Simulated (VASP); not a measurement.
Runs of VASP 6.6.1 on OSi. The cell holds a molecule in a box, 2 atoms: a = 11.000 Å, b = 10.000 Å, c = 10.000 Å, α = 90.00°, β = 90.00°, γ = 90.00°. 

| task | level | potentials or basis | cell | cutoff (eV) | grid for exact exchange (PRECFOCK) | exchange at q = 0 | gap on the mesh (eV) | largest force (eV/Å) |
| --- | --- | --- | --- | --- | --- | --- | --- | --- |
| single point | BLYP+D4 | VASP PAW PBE potentials, release 64 (O, Si) | as given | 520 | - | - | 4.59 | (b) |
| single point | revPBE+D3(BJ) | VASP PAW PBE potentials, release 64 (O_h, Si) | as given | 900 | - | - | 4.59 | (a) |
| relaxation of the atoms | r2SCAN+D4 | VASP PAW PBE potentials, release 64 (O, Si) | atoms relaxed | 520 | - | - | 5.02 | 0.01 |
| single point | B3LYP+D3(BJ) | VASP PAW PBE potentials, release 64 (O, Si) | as given | 520 | Normal | default | 6.37 | 0.23 |

Alike in all rows: no spin polarisation; k mesh 1 × 1 × 1; smearing gaussian 0.01 eV.

Task: Estimate the missing entries.

Result: (a) 1.25; (b) 1.27.

Caveats: the PAW data sets were made with another functional, which shifts forces and pressure a little.

Runs at the PBE level aren't shown here.
